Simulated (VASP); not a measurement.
Calculation: PBE GGA, VASP's PBE PAW potentials (set 64) (plane waves; VASP).

VASP ran on this input.

### INCAR
```
SYSTEM = Cd
PREC = Accurate; ENCUT = 520; LREAL = .False.
LASPH = .True.
EDIFF = 1E-7; NELM = 100; ALGO = Normal
LMAXMIX = 4
ISMEAR = 1; SIGMA = 0.1
GGA = PE
IBRION = 2; NSW = 30; ISIF = 4
EDIFFG = -0.01
LWAVE = .False.; LCHARG = .False.
```

**POSCAR**
```
Cd
1
    1.4875701382    -2.5765473597     0.0000000000
    1.4875701382     2.5765473597     0.0000000000
    0.0000000000     0.0000000000     5.8730879405
Cd
2
Direct
  0.3333330000   0.6666670000   0.2500000000
  0.6666670000   0.3333330000   0.7500000000
```

File KPOINTS:
```
Automatic mesh
0
Gamma
14 14 6
0 0 0
```

POTCAR, in this order: Cd (PBE.64 set). Program: vasp_std.

Problem. What will the output report for the number of irreducible k-points (NKPTS), largest plane-wave count, number of space-group operations, FFT grid (NGX, NGY, NGZ)?

Solution. 
```json
{
 "number of irreducible k-points (NKPTS)": "96",
 "largest_plane_wave_count": "1257",
 "number_of_space_group_operations": "24",
 "FFT grid (NGX, NGY, NGZ)": "24 × 24 × 48"
}
```

The compound is Cd in the hcp structure. This cell is one point of a volume scan, at 0.97 of the reference volume. Symmetry was kept, so distortions that lower it aren't found.
